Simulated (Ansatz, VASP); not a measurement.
# One calculation of Al7BN8, two programs

```
B Al N
1.0
     3.19756    0.00000    4.36859
     3.19756    0.00000   -4.36859
    -3.19756    5.44391    0.00000
B Al N
1 7 8
Direct
  0.16344 0.16344 0.32687
  0.16381 0.16381 0.83494
  0.66947 0.66947 0.33894
  0.67113 0.67113 0.83494
  0.08691 0.58691 0.17382
  0.58691 0.08691 0.17382
  0.07325 0.58642 0.65966
  0.58642 0.07325 0.65966
  0.44348 0.88196 0.32544
  0.88196 0.44348 0.32544
  0.41675 0.91675 0.83351
  0.91675 0.41675 0.83351
  0.30359 0.30359 0.18934
  0.31236 0.31236 0.62472
  0.88575 0.88575 0.18934
  0.83802 0.83802 0.67603
```

Alike in both runs: functional r2SCAN; k mesh 4 × 4 × 4; occupations gaussian, width 0.1 eV; no spin polarisation.

Ansatz relaxed the structure, and its values are those at the end. VASP's run is a single point on that final structure, the one shown.

```csv
,VASP,Ansatz
version,VASP 6.6.1,Ansatz 0.2.0
potentials or method,"VASP PAW PBE potentials, release 64 (B, Al, N)","scalar-relativistic, plane waves, PAW"
plane-wave cutoff (eV),520,500
valence electrons in the cell,64,64
```

|  | VASP | Ansatz | Ansatz less VASP |
| --- | --- | --- | --- |
| gap on the k mesh at the Fermi level (eV) | 2.44 | 2.44 | +0.004 |
| least direct gap on the mesh (eV) | 2.44 | 2.44 | +0.004 |
| pressure (GPa) | -0.3 | 0.0 | +0.38 |
| rms of the force components (eV/Å) | 0.018 | 0.009 | -0.0085 |

With one functional, cell and mesh, what is left measures potentials, basis and numerics.

Caveats: the PAW data sets were made with another functional, which shifts forces and pressure a little (VASP). A k mesh can miss the band edges. r2SCAN opens gaps a little over a GGA but as a rule still falls short of measured ones.
